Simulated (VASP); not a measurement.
All values below come from PBE GGA with D3 dispersion (zero damping), VASP's PBE PAW potentials (set 64) (plane waves; VASP).

Input for VASP

### KPOINTS
```
k-points along high-symmetry lines
10
Line-mode
Reciprocal
  0.000000   0.000000   0.000000 ! GAMMA
  0.000000   0.500000   0.000000 ! X

  0.000000   0.500000   0.000000 ! X
  0.500000   0.500000   0.000000 ! M

  0.500000   0.500000   0.000000 ! M
  0.000000   0.000000   0.000000 ! GAMMA

  0.000000   0.000000   0.000000 ! GAMMA
  0.000000   0.000000   0.500000 ! Z

  0.000000   0.000000   0.500000 ! Z
  0.000000   0.500000   0.500000 ! R

  0.000000   0.500000   0.500000 ! R
  0.500000   0.500000   0.500000 ! A

  0.500000   0.500000   0.500000 ! A
  0.000000   0.000000   0.500000 ! Z

  0.000000   0.500000   0.000000 ! X
  0.000000   0.500000   0.500000 ! R

  0.500000   0.500000   0.000000 ! M
  0.500000   0.500000   0.500000 ! A
```

POSCAR:
```
TiO2
9.2553480
  0.5000000159   0.0000000000   0.0000000000
  0.0000000000   0.5000000159   0.0000000000
  0.0000000000   0.0000000000   0.3198621819
Ti O
2 4
Direct
  0.0000000000   0.0000000000   0.0000000000
  0.5000000000   0.5000000000   0.5000000000
  0.3045069180   0.3045069180   1.0000000000
  0.8045069180   0.1954930820   0.5000000000
  0.1954930820   0.8045069180   0.5000000000
  0.6954930820   0.6954930820   0.0000000000
```

INCAR:
```
# general
SYSTEM   =  TiO2
PREC     =  Accurate
ENCUT    =  520   # plane-wave cut-off (eV)
LREAL    =  .False.   # projection in real space or not
LASPH    =  .True.
ICHARG   =  11   # fixed density

# electronic loop
EDIFF    =  1E-7   # SCF stop (eV)
NELM     =  100   # most electronic steps
ALGO     =  Normal   # blocked Davidson
LMAXMIX  =  4

# smearing
ISMEAR   =  0   # Gaussian
SIGMA    =  0.05   # width (eV)

# functional
GGA      =  PE   # PBE
IVDW     =  11

# output
LWAVE    =  .False.
LCHARG   =  .False.
LORBIT   =  11
```

POTCAR, in this order: Ti_sv O (PBE.64 set). Program: vasp_std. Read from the step before: CHGCAR.

Output

**OSZICAR**
```
       N       E                     dE             d eps       ncg     rms          rms(c)
DAV:   1     0.614192625497E+03    0.61419E+03   -0.25841E+04  5040   0.206E+03
DAV:   2     0.472818646086E+02   -0.56691E+03   -0.55014E+03  5272   0.576E+02
DAV:   3    -0.467503275920E+02   -0.94032E+02   -0.89164E+02  8280   0.191E+02
DAV:   4    -0.529222356431E+02   -0.61719E+01   -0.60847E+01  7000   0.504E+01
DAV:   5    -0.532219037048E+02   -0.29967E+00   -0.29861E+00  7180   0.873E+00
DAV:   6    -0.532270786160E+02   -0.51749E-02   -0.51682E-02  6576   0.127E+00
DAV:   7    -0.532272967120E+02   -0.21810E-03   -0.21803E-03  7188   0.206E-01
DAV:   8    -0.532273010607E+02   -0.43487E-05   -0.43480E-05  6628   0.256E-02
DAV:   9    -0.532273012767E+02   -0.21595E-06   -0.21593E-06  6600   0.436E-03
DAV:  10    -0.532273012838E+02   -0.70941E-08   -0.71026E-08  3732   0.687E-04
   1 F= -.54293183E+02 E0= -.54293183E+02  d E =-.186309E-18
```

OUTCAR:
```
 val. band max:        4.6780140953   @ k =   0.0000   0.0000   0.0000

 cond. band min:       6.5030812323   @ k =   0.0000   0.0000   0.0000



 k-point     1 :       0.0000    0.0000    0.0000
  band No.  band energies     occupation
      1     -52.2806      2.00000
      2     -52.2650      2.00000
      3     -28.5736      2.00000
      4     -28.5736      2.00000
      5     -28.4192      2.00000
      6     -28.4192      2.00000
      7     -28.3760      2.00000
      8     -28.3453      2.00000
      9     -13.4489      2.00000
     10     -12.3070      2.00000
     11     -11.6159      2.00000
     12     -11.6159      2.00000
     13      -1.0144      2.00000
     14      -0.5819      2.00000
     15      -0.1338      2.00000
     16       0.9356      2.00000
     17       0.9356      2.00000
     18       2.1427      2.00000
     19       2.1427      2.00000
     20       2.7519      2.00000
     21       3.9938      2.00000
     22       4.2305      2.00000
     23       4.2305      2.00000
     24       4.6780      2.00000
     25       6.5032      0.00000
     26       6.7808      0.00000
     27       7.0536      0.00000
     28       7.1406      0.00000

 k-point     2 :       0.0000    0.0556    0.0000
  band No.  band energies     occupation
      1     -52.2805      2.00000
      2     -52.2651      2.00000
      3     -28.5727      2.00000
      4     -28.5726      2.00000
      5     -28.4204      2.00000
      6     -28.4203      2.00000
      7     -28.3758      2.00000
      8     -28.3456      2.00000
      9     -13.4383      2.00000
     10     -12.3074      2.00000
     11     -11.6268      2.00000
     12     -11.6199      2.00000
     13      -0.9938      2.00000
     14      -0.5695      2.00000
     15      -0.1148      2.00000
     16       0.9368      2.00000
     17       0.9378      2.00000
     18       2.1228      2.00000
     19       2.1387      2.00000
     20       2.7532      2.00000
     21       3.9732      2.00000
...
```

The density is held fixed in this step, so its total energy and stress have no physical meaning.

The compound is TiO2 in the rutile structure. It was relaxed first.
